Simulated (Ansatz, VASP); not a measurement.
This is a calculation of Ti3Fe for Ansatz 0.2.0.

Contents of input.yaml:

```yaml
crystal:
  lattice:
    - [2.9373527543, 0.0, 0.0]
    - [-1.4686763771, 2.543822105, 0.0]
    - [0.0, 0.0, 7.8773975296]
  atoms:
    - { symbol: Fe, position: [0.6666666667, 0.3333333333, 0.0], spin: 3.0 }
    - { symbol: Ti, position: [0.3333333333, 0.6666666667, 0.784885], spin: 1.0 }
    - { symbol: Ti, position: [0.3333333333, 0.6666666667, 0.215115], spin: 1.0 }
    - { symbol: Ti, position: [0.6666666667, 0.3333333333, 0.5], spin: 1.0 }
hamiltonian:
  xc: pbe
  pseudopotentials: { kind: paw }
magnetization:
  spin_polarized: true
kpoints:
  mp_grid: { grid: [10, 10, 4] }
scf:
  occupations: { method: fermi_dirac, width: 0.05 }
output:
  forces: true
  stress: true
  eigenvalues: true
```

Potentials or basis: Ansatz PAW.

Run with:

```sh
$ ansatz run input.yaml --threads 2 --pin off --max-ram 5120MiB --backend cpu --events-out ev --progress --plain --runs-dir out
```

Task: Set up the same calculation for VASP 6.6.1. Potentials there: VASP PAW PBE potentials, release 64 (Fe, Ti_sv).

Result: As run (the cutoff follows the program's own potentials):

File INCAR:

```
  PREC = Accurate
  ENCUT = 520
  EDIFF = 1E-7
  ISMEAR = -1
  SIGMA = 0.05
  LREAL = False
  LASPH = True
  NELM = 150
  ALGO = Normal
  ISIF = 2
  LWAVE = False
  LCHARG = False
  ISPIN = 2
  MAGMOM = 3 1 1 1
  LORBIT = 11
  LMAXMIX = 4
  GGA = PE
  NBANDS = 34
```

Contents of KPOINTS:

```
Automatic mesh
0
Gamma
  10 10 4
```

Contents of POSCAR:

```
Ti3Fe
1.0
    2.9373527543      0.0000000000      0.0000000000
   -1.4686763771      2.5438221050      0.0000000000
    0.0000000000      0.0000000000      7.8773975296
Fe Ti
1 3
Direct
    0.6666666667      0.3333333333      0.0000000000
    0.3333333333      0.6666666667      0.7848850000
    0.3333333333      0.6666666667      0.2151150000
    0.6666666667      0.3333333333      0.5000000000
```

Potentials or basis: VASP PAW PBE potentials, release 64 (Fe, Ti_sv).

Launch:

```console
$ cat potpaw_PBE.64/Fe/POTCAR potpaw_PBE.64/Ti_sv/POTCAR > POTCAR
$ mpirun -np 1 vasp_std > vasp.out
```

Both were run:

|  | VASP | Ansatz | Ansatz less VASP |
| --- | --- | --- | --- |
| gap on the k mesh at the Fermi level (eV) | none | none | - |
| pressure (GPa) | 9.1 | 9.6 | +0.42 |
| largest component of the traceless stress (GPa) | 1.07 | 1.15 | +0.079 |
| rms of the force components (eV/Å) | 0.066 | 0.067 | +0.0010 |
| net moment per atom (μB) | 0.03 | 0.03 | 0.000 |
| size of the moment on the site where the two differ most (μB) | 0.04 | 0.03 | -0.006 |

Site moments also hang on the region over which each program counts them. Atom by atom the forces differ by 0.001 eV/Å (rms over components). A gap of «none» marks a metal or a gap that the smearing closes. The two sets of potentials don't hold the same shells in valence.

Caveats: the starting moments weren't kept (Ansatz).
